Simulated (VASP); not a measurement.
Method: r2SCAN+rVV10, VASP's PBE PAW potentials (set 64) (plane waves; VASP).

VASP input:

KPOINTS:
```
Automatic mesh
0
G
8 8 8
```

POSCAR:
```
Ni3Al
1
    3.5202801057    -0.0000000000     0.0000000000
   -0.0000000000     3.5202801057    -0.0000000000
   -0.0000000000    -0.0000000000     3.5202801057
Al Ni
1 3
Direct
  0.0000000000   0.0000000000   0.0000000000
  0.0000000000   0.5000000000   0.5000000000
  0.5000000000   0.0000000000   0.5000000000
  0.5000000000   0.5000000000   0.0000000000
```

### INCAR
```
SYSTEM = Ni3Al
PREC = Accurate
ENCUT = 520
EDIFF = 1E-6
NELM = 100
ALGO = Normal
LREAL = .FALSE.
LASPH = .TRUE.
ISMEAR = 1
SIGMA = 0.1
METAGGA = R2SCAN
LUSE_VDW = .TRUE.
BPARAM = 11.95
CPARAM = 0.0093
LMIXTAU = .TRUE.
LMAXMIX = 4
ISPIN = 2
MAGMOM = 0.0 0.5 0.5 0.5
LORBIT = 10
LWAVE = .FALSE.
LCHARG = .FALSE.
IBRION = 2
ISIF = 3
NSW = 60
EDIFFG = -0.02
```

POTCAR, in this order: Al Ni (PBE.64 set). Program: vasp_std.

Output

File OSZICAR:
```
       N       E                     dE             d eps       ncg     rms          rms(c)
DAV:   1     0.172037746513E+03    0.17204E+03   -0.15107E+04  2964   0.208E+03
DAV:   2    -0.413117261785E+02   -0.21335E+03   -0.20484E+03  2940   0.365E+02
DAV:   3    -0.515758037254E+02   -0.10264E+02   -0.96028E+01  3244   0.111E+02
DAV:   4    -0.517475511550E+02   -0.17175E+00   -0.17093E+00  3395   0.130E+01
DAV:   5    -0.517537087886E+02   -0.61576E-02   -0.61563E-02  3684   0.225E+00    0.208E+01
DAV:   6    -0.492853430233E+02    0.24684E+01   -0.79494E+01  3182   0.155E+02    0.231E+01
DAV:   7    -0.434717987470E+02    0.58135E+01   -0.20703E+01  3269   0.780E+01    0.283E+00
DAV:   8    -0.435323911198E+02   -0.60592E-01   -0.72135E-01  3298   0.102E+01    0.260E+00
DAV:   9    -0.434941596435E+02    0.38231E-01   -0.17833E-01  3214   0.664E+00    0.999E-01
DAV:  10    -0.435004182133E+02   -0.62586E-02   -0.19087E-02  3905   0.173E+00    0.480E-01
DAV:  11    -0.435008506004E+02   -0.43239E-03   -0.35554E-03  3297   0.103E+00    0.254E-01
DAV:  12    -0.435008710811E+02   -0.20481E-04   -0.82744E-04  3544   0.465E-01    0.716E-02
DAV:  13    -0.435008815847E+02   -0.10504E-04   -0.99583E-05  3904   0.150E-01    0.383E-02
DAV:  14    -0.435008895021E+02   -0.79174E-05   -0.17130E-05  3571   0.583E-02    0.139E-02
DAV:  15    -0.435008896790E+02   -0.17693E-06   -0.47431E-06  2904   0.254E-02
   1 F= -.43500890E+02 E0= -.43501068E+02  d E =-.435009E+02  mag=     0.8382
       N       E                     dE             d eps       ncg     rms          rms(c)
DAV:   1    -0.435143215307E+02   -0.13432E-01   -0.13734E-01  2960   0.603E+00    0.105E+00
DAV:   2    -0.435138699510E+02    0.45158E-03   -0.17233E-01  3282   0.714E+00    0.937E-01
DAV:   3    -0.435010232943E+02    0.12847E-01   -0.49296E-02  3221   0.395E+00    0.137E-01
DAV:   4    -0.435008355722E+02    0.18772E-03   -0.10649E-03  3068   0.299E-01    0.887E-02
DAV:   5    -0.435008075126E+02    0.28060E-04   -0.40300E-05  3855   0.807E-02    0.289E-02
DAV:   6    -0.435008024446E+02    0.50681E-05   -0.21158E-05  3531   0.672E-02    0.949E-03
DAV:   7    -0.435008006874E+02    0.17572E-05   -0.26692E-06  2444   0.217E-02    0.550E-03
DAV:   8    -0.435007986061E+02    0.20813E-05   -0.60814E-07  1564   0.123E-02    0.208E-03
DAV:   9    -0.435007981461E+02    0.45995E-06   -0.13278E-07  1520   0.415E-03
   2 F= -.43500798E+02 E0= -.43500984E+02  d E =0.915329E-04  mag=     0.8365
       N       E                     dE             d eps       ncg     rms          rms(c)
DAV:   1    -0.435055969133E+02   -0.47983E-02   -0.47505E-02  2960   0.356E+00    0.606E-01
DAV:   2    -0.435053140627E+02    0.28285E-03   -0.57291E-02  3310   0.411E+00    0.538E-01
DAV:   3    -0.435010708434E+02    0.42432E-02   -0.16657E-02  3237   0.229E+00    0.848E-02
DAV:   4    -0.435009873308E+02    0.83513E-04   -0.32070E-04  3051   0.167E-01    0.465E-02
DAV:   5    -0.435009775051E+02    0.98257E-05   -0.14469E-05  3737   0.442E-02    0.127E-02
DAV:   6    -0.435009794856E+02   -0.19805E-05   -0.33511E-06  2615   0.252E-02    0.539E-03
DAV:   7    -0.435009821305E+02   -0.26449E-05   -0.89952E-07  1676   0.128E-02    0.290E-03
DAV:   8    -0.435009834920E+02   -0.13615E-05   -0.18057E-07  1500   0.462E-03    0.836E-04
DAV:   9    -0.435009836655E+02   -0.17350E-06   -0.44483E-08  1495   0.233E-03
   3 F= -.43500984E+02 E0= -.43501165E+02  d E =-.939865E-04  mag=     0.8375
```

### OUTCAR
```
------------------------ aborting loop because EDIFF is reached ----------------------------------------
  FORCE on cell =-STRESS in cart. coord.  units (eV):
  Direction    XX          YY          ZZ          XY          YZ          ZX
  --------------------------------------------------------------------------------------
  Total       -0.0023605     -0.0023605     -0.0023605      0.0000000     -0.0000000     -0.0000000
  in kB       -0.0868496     -0.0868496     -0.0868496      0.0000000     -0.0000000     -0.0000000
  external PRESSURE =      -0.0868496 kB  Pullay stress =       0.0000000 kB
  volume of cell :       43.54
      direct lattice vectors                 reciprocal lattice vectors
     3.518136292  0.000000000 -0.000000000     0.284241404  0.000000000  0.000000000
    -0.000000000  3.518136292  0.000000000    -0.000000000  0.284241404 -0.000000000
    -0.000000000  0.000000000  3.518136292     0.000000000 -0.000000000  0.284241404
 POSITION                                       TOTAL-FORCE (eV/Angst)
 -----------------------------------------------------------------------------------
      0.00000      0.00000      0.00000         0.000000      0.000000      0.000000
     -0.00000      1.75907      1.75907        -0.000000      0.000000      0.000000
      1.75907      0.00000      1.75907         0.000000      0.000000      0.000000
      1.75907      1.75907      0.00000         0.000000      0.000000      0.000000
 -----------------------------------------------------------------------------------
    total drift:                                0.000000      0.000000      0.000000
  FREE ENERGIE OF THE ION-ELECTRON SYSTEM (eV)
  ---------------------------------------------------
  free  energy   TOTEN  =       -43.5009836655 eV

  energy  without entropy=      -43.5015282165  energy(sigma->0) =      -43.50116518

 total charge

# of ion       s       p       d       tot
------------------------------------------
    1        0.414   0.418   0.000   0.832
    2        0.524   0.579   8.391   9.494
    3        0.524   0.579   8.391   9.494
    4        0.524   0.579   8.391   9.494
--------------------------------------------------
tot          1.985   2.156  25.172  29.313

 magnetization (x)

# of ion       s       p       d       tot
------------------------------------------
    1       -0.003  -0.017   0.000  -0.019
    2       -0.008  -0.029   0.354   0.317
    3       -0.008  -0.029   0.354   0.317
    4       -0.008  -0.029   0.354   0.317
--------------------------------------------------
tot         -0.026  -0.103   1.061   0.932

 reached required accuracy - stopping structural energy minimisation
```
(Selected blocks of OUTCAR.)

### CONTCAR
```
Ni3Al
   1.00000000000000
     3.5181362916048351    0.0000000000000000   -0.0000000000000000
    -0.0000000000000000    3.5181362916048351    0.0000000000000000
    -0.0000000000000000    0.0000000000000000    3.5181362916048351
  Al              Ni
     1     3
Direct
     0.0000000000000000    0.0000000000000000    0.0000000000000000
     0.0000000000000000    0.5000000000000000    0.5000000000000000
     0.5000000000000000    0.0000000000000000    0.5000000000000000
     0.5000000000000000    0.5000000000000000    0.0000000000000000
```

The compound is Ni3Al in the L1_2 structure. This run relaxes it. Symmetry was kept, so distortions that lower it aren't found. The start is the result of an earlier pass.
